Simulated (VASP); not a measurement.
Output of a VASP run:

### OUTCAR
```
 ion  position               nearest neighbor table
   1  0.000  0.000  0.000-   4 2.15   4 2.15   4 2.15   3 2.15   3 2.15   3 2.15   2 3.04   2 3.04
                             2 3.04   2 3.04   2 3.04   2 3.04
   2  0.500  0.500  0.500-   3 2.15   3 2.15   3 2.15   4 2.15   4 2.15   4 2.15   1 3.04   1 3.04
                             1 3.04   1 3.04   1 3.04   1 3.04
   3  0.250  0.250  0.250-   1 2.15   1 2.15   1 2.15   2 2.15   2 2.15   2 2.15
   4  0.750  0.750  0.750-   2 2.15   2 2.15   2 2.15   1 2.15   1 2.15   1 2.15
  LATTYP: Found a trigonal (rhomboedric) cell.
 ALAT       =     5.2585988727
 COS(alpha) =     0.8333333333
 Subroutine PRICEL returns following result:
  LATTYP: Found a face centered cubic cell.
 ALAT       =     4.2936280000
 Subroutine GETGRP returns: Found 12 space group operations
The static configuration has the point symmetry D_3d.
The dynamic configuration has the point symmetry D_3d.
The overall configuration has the point symmetry D_3d.
 Subroutine INISYM returns: Found 12 space group operations
 Subroutine IBZKPT returns following result:
 Found     65 irreducible k-points:

 Following reciprocal coordinates:
            Coordinates               Weight
  0.000000  0.000000  0.000000      1.000000
  0.125000 -0.000000 -0.000000      6.000000
  0.250000 -0.000000 -0.000000      6.000000
  0.375000 -0.000000 -0.000000      6.000000
  0.500000 -0.000000 -0.000000      3.000000
  0.125000  0.125000 -0.000000      6.000000
  0.250000  0.125000 -0.000000     12.000000
  0.375000  0.125000 -0.000000     12.000000
  0.500000  0.125000  0.000000     12.000000
 -0.375000  0.125000  0.000000     12.000000
 -0.250000  0.125000 -0.000000     12.000000
 -0.125000  0.125000  0.000000      6.000000
  0.250000  0.250000 -0.000000      6.000000
  0.375000  0.250000  0.000000     12.000000
  0.500000  0.250000 -0.000000     12.000000
 -0.375000  0.250000 -0.000000     12.000000
 -0.250000  0.250000  0.000000      6.000000
  0.375000  0.375000 -0.000000      6.000000
  0.500000  0.375000 -0.000000     12.000000
 -0.375000  0.375000  0.000000      6.000000
  0.500000  0.500000 -0.000000      3.000000
  0.125000  0.125000  0.125000      2.000000
  0.250000  0.125000  0.125000      6.000000
  0.375000  0.125000  0.125000      6.000000
  0.500000  0.125000  0.125000      6.000000
 -0.375000  0.125000  0.125000      6.000000
 -0.250000  0.125000  0.125000      6.000000
 -0.125000  0.125000  0.125000      6.000000
  0.250000  0.250000  0.125000      6.000000
  0.375000  0.250000  0.125000     12.000000
  0.500000  0.250000  0.125000     12.000000
 -0.375000  0.250000  0.125000     12.000000
 -0.250000  0.250000  0.125000     12.000000
 -0.125000  0.250000  0.125000     12.000000
  0.375000  0.375000  0.125000      6.000000
  0.500000  0.375000  0.125000     12.000000
 -0.375000  0.375000  0.125000     12.000000
 -0.250000  0.375000  0.125000     12.000000
 -0.125000  0.375000  0.125000     12.000000
  0.500000  0.500000  0.125000      6.000000
   k-points           NKPTS =     65   k-points in BZ     NKDIM =     65   number of bands    NBANDS=     18
   number of dos      NEDOS =    301   number of ions     NIONS =      4
   total plane-waves  NPLWV =  13824
   dimension x,y,z NGX =    24 NGY =   24 NGZ =   24
   dimension x,y,z NGXF=    48 NGYF=   48 NGZF=   48
   ions per type =               2   2
   PREC   = accura    normal or accurate (medium, high low for compatibility)
   ISTART =      0    job   : 0-new  1-cont  2-samecut
   ICHARG =      2    charge: 1-file 2-atom 10-const
   ISPIN  =      2    spin polarized calculation?
   LNONCOLLINEAR =      F non collinear calculations
   LSORBIT =      F    spin-orbit coupling
   INIWAV =      1    electr: 0-lowe 1-rand  2-diag
   ENCUT  =  200.0 eV  14.70 Ry    3.83 a.u.   6.06  6.06  6.06*2*pi/ulx,y,z
   NELM   =    100;   NELMIN=  2; NELMDL= -5     # of ELM steps
   EDIFF  = 0.1E-05   stopping-criterion for ELM
   LREAL  =      F    real-space projection
...
```

### OSZICAR
```
       N       E                     dE             d eps       ncg     rms          rms(c)
DAV:   1     0.129295073474E+03    0.12930E+03   -0.83486E+03  4768   0.797E+02
DAV:   2    -0.139390894866E+02   -0.14323E+03   -0.13782E+03  5020   0.255E+02
DAV:   3    -0.262123206420E+02   -0.12273E+02   -0.12025E+02  5346   0.802E+01
DAV:   4    -0.265305956303E+02   -0.31827E+00   -0.30749E+00  6256   0.121E+01
DAV:   5    -0.265358044145E+02   -0.52088E-02   -0.51088E-02  5616   0.122E+00    0.225E+01
DAV:   6    -0.233047107359E+02    0.32311E+01   -0.32205E+01  6906   0.788E+01    0.163E+01
DAV:   7    -0.234629590967E+02   -0.15825E+00   -0.17427E+00  5840   0.228E+01    0.943E+00
DAV:   8    -0.237337930082E+02   -0.27083E+00   -0.26190E+00  6096   0.998E+00    0.546E+00
DAV:   9    -0.239161272218E+02   -0.18233E+00   -0.87624E-01  6844   0.657E+00    0.131E+00
DAV:  10    -0.239852418976E+02   -0.69115E-01   -0.13053E-01  6708   0.670E+00    0.641E-01
DAV:  11    -0.240370530308E+02   -0.51811E-01   -0.67944E-02  5868   0.209E+00    0.418E-01
DAV:  12    -0.240429029838E+02   -0.58500E-02   -0.47365E-03  6156   0.932E-01    0.312E-01
DAV:  13    -0.240549600579E+02   -0.12057E-01   -0.41755E-02  6890   0.211E+00    0.241E-01
DAV:  14    -0.240558691887E+02   -0.90913E-03   -0.29148E-03  4972   0.684E-01    0.137E-01
DAV:  15    -0.240565615476E+02   -0.69236E-03   -0.38516E-03  6010   0.482E-01    0.103E-01
DAV:  16    -0.240568267468E+02   -0.26520E-03   -0.10994E-03  5858   0.320E-01    0.525E-02
DAV:  17    -0.240569067238E+02   -0.79977E-04   -0.13440E-04  5028   0.975E-02    0.152E-02
DAV:  18    -0.240569185129E+02   -0.11789E-04   -0.60415E-05  6532   0.689E-02    0.894E-03
DAV:  19    -0.240569221548E+02   -0.36418E-05   -0.12535E-05  5950   0.290E-02    0.645E-03
DAV:  20    -0.240569230918E+02   -0.93708E-06   -0.16689E-06  4242   0.136E-02
   1 F= -.24056923E+02 E0= -.24056670E+02  d E =-.505940E-03  mag=    -0.0000
```

**OUTCAR**
```
------------------------ aborting loop because EDIFF is reached ----------------------------------------
  FORCE on cell =-STRESS in cart. coord.  units (eV):
  Direction    XX          YY          ZZ          XY          YZ          ZX
  --------------------------------------------------------------------------------------
  Total      -48.8428598    -48.8428598    -48.8428598      0.3463481      0.3463481      0.3463481
  in kB    -1977.2811180  -1977.2811180  -1977.2811180     14.0210382     14.0210382     14.0210382
  external PRESSURE =   -1977.2811180 kB  Pullay stress =       0.0000000 kB
  volume of cell :       39.58
      direct lattice vectors                 reciprocal lattice vectors
     4.293628000  2.146814000  2.146814000     0.349354905 -0.116451635 -0.116451635
     2.146814000  4.293628000  2.146814000    -0.116451635  0.349354905 -0.116451635
     2.146814000  2.146814000  4.293628000    -0.116451635 -0.116451635  0.349354905
 POSITION                                       TOTAL-FORCE (eV/Angst)
 -----------------------------------------------------------------------------------
      0.00000      0.00000      0.00000        -0.000000     -0.000000      0.000000
      4.29363      4.29363      4.29363        -0.000000     -0.000000      0.000000
      2.14681      2.14681      2.14681        -0.000000      0.000000      0.000000
      6.44044      6.44044      6.44044         0.000000     -0.000000     -0.000000
 -----------------------------------------------------------------------------------
    total drift:                                0.000000     -0.000000     -0.000000
  FREE ENERGIE OF THE ION-ELECTRON SYSTEM (eV)
  ---------------------------------------------------
  free  energy   TOTEN  =       -24.0569230918 eV

  energy  without entropy=      -24.0564171523  energy(sigma->0) =      -24.05667012

 total charge

# of ion       s       p       d       tot
------------------------------------------
    1        0.296   0.403   6.246   6.946
    2        0.296   0.403   6.246   6.946
    3        1.886   3.583   0.000   5.469
    4        1.886   3.583   0.000   5.469
--------------------------------------------------
tot          4.364   7.972  12.492  24.828

 magnetization (x)

# of ion       s       p       d       tot
------------------------------------------
    1        0.010   0.008   3.754   3.771
    2       -0.010  -0.008  -3.754  -3.771
    3        0.000   0.000   0.000   0.000
    4        0.000   0.000   0.000   0.000
--------------------------------------------------
tot          0.000   0.000   0.000   0.000
```
(Selected blocks of OUTCAR.)

### POSCAR
```
FeO
1
    4.2936280000     2.1468140000     2.1468140000
    2.1468140000     4.2936280000     2.1468140000
    2.1468140000     2.1468140000     4.2936280000
Fe O
2 2
Direct
  0.0000000000   0.0000000000   0.0000000000
  0.5000000000   0.5000000000   0.5000000000
  0.2500000000   0.2500000000   0.2500000000
  0.7500000000   0.7500000000   0.7500000000
```

Question: Write an INCAR and KPOINTS that could have produced this output.

Answer: Several could match; the one computed here: the input of the run itself, revPBE GGA + U (Dudarev), plane waves, VASP's PBE PAW potentials (set 64).

**KPOINTS**
```
Automatic mesh
0
Gamma
8 8 8
0 0 0
```

### INCAR
```
ALGO = Normal
EDIFF = 1E-6
ENCUT = 200
GGA = RE
ISIF = 2
ISMEAR = 0
ISPIN = 2
LASPH = .True.
LCHARG = .False.
LDAU = .True.
LDAUJ = 0 0
LDAUL = 2 -1
LDAUTYPE = 2
LDAUU = 5.3 0
LMAXMIX = 4
LORBIT = 11
LREAL = .False.
LWAVE = .False.
MAGMOM = 4.0 -4.0 2*0.0
NELM = 100
PREC = Accurate
SIGMA = 0.02
SYSTEM = FeO
```

POTCAR, in this order: Fe O (PBE.64 set). Program: vasp_std.

At this cut-off the stress carries a Pulay error, which pulls relaxed volumes low.

The structure is a typed FeO crystal. The cell was not relaxed at this level. The k-mesh is coarse (spacing up to 0.30 per Å, 2π included), so the numbers may not be converged in it. The run is one of a series of settings (ENCUT = 200, KPOINTS 8×8×8 Γ-centred mesh against the base run), some of them coarse on purpose. A gapless solution with U can be a metastable orbital state.
